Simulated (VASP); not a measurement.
VASP ran on this input.

**KPOINTS**
```
Automatic mesh
0
Gamma
11 11 3
```

### POSCAR
```
Nb3ZrC4
1.0
  0.0000000000   2.2505191656   2.2505191656
  2.2505191656   0.0000000000   2.2505191656
  8.9945496676   8.9945496676   0.0075269946
Zr C Nb
1 4 3
Cart
  0.0000000000   2.2505191656   2.2505191656
  2.3025313891   2.3025313891   2.1985069414
  4.5128305561   4.5128305561   2.2387269411
  6.7322382771   6.7322382771   2.2698383847
  8.9425374441   8.9425374441   2.3100583844
  4.5300809184   4.5300809184   4.4719957440
  4.4972748338   6.7477939994   2.2542826629
  6.7149879148   6.7149879148   0.0365695818
```

INCAR:
```
ALGO  =  Normal
EDIFF  =  1E-6
EDIFFG  =  -0.02
ENCUT  =  520
GGA  =  PS
IBRION  =  2
ISIF  =  3
ISMEAR  =  1
LASPH  =  .TRUE.
LCHARG  =  .FALSE.
LMAXMIX  =  4
LREAL  =  .FALSE.
LWAVE  =  .FALSE.
NELM  =  100
NSW  =  60
PREC  =  Accurate
SIGMA  =  0.1
SYSTEM  =  Nb3ZrC4
```

POTCAR, in this order: Zr_sv C Nb_sv (PBE.64 set). Program: vasp_std.

Task: Write an equivalent input for Quantum ESPRESSO's pw.x.

Result: One equivalent input (not run):
```
&CONTROL
  calculation = 'vc-relax'
  pseudo_dir = './pseudo'
  outdir = './out'
  tprnfor = .true.
  tstress = .true.
  nstep = 60
  forc_conv_thr = 0.00078
/
&SYSTEM
  ibrav = 0
  nat = 8
  ntyp = 3
  ecutwfc = 82
  occupations = 'smearing'
  smearing = 'methfessel-paxton'
  degauss = 0.00735
  input_dft = 'pbesol'
/
&ELECTRONS
  conv_thr = 7.3e-08
  electron_maxstep = 100
/
&IONS
/
&CELL
/
ATOMIC_SPECIES
  Zr 91.224 Zr.upf
  C 12.011 C.upf
  Nb 92.906 Nb.upf
CELL_PARAMETERS angstrom
     0.0000000    2.2505192    2.2505192
     2.2505192    0.0000000    2.2505192
     8.9945497    8.9945497    0.0075270
ATOMIC_POSITIONS crystal
  Zr   1.0000000  0.0000000  0.0000000
  C    0.4882206  0.4882206  0.1338346
  C    0.4967489  0.4967489  0.3774383
  C    0.5032511  0.5032511  0.6225617
  C    0.5117794  0.5117794  0.8661654
  Nb   0.9931209  0.9931209  0.2551593
  Nb   1.0000000  0.0000000  0.5000000
  Nb   0.0068791  0.0068791  0.7448407
K_POINTS automatic
  11 11 3 0 0 0
```
What does not carry over: the potentials are each code's own (VASP's PAW set, PseudoDojo norm-conserving files in pw.x), so ENCUT and ecutwfc are chosen apart and not converted; conv_thr bounds pw.x's estimated SCF error, while EDIFF bounds the energy change between steps; forc_conv_thr acts on force components and is met together with etot_conv_thr.

The structure was generated: Nb3ZrC4 was put into an ordered model structure (R-3m), which need not be its known phase. This run relaxes it. Symmetry was kept, so distortions that lower it aren't found. The start is the result of an earlier pass.
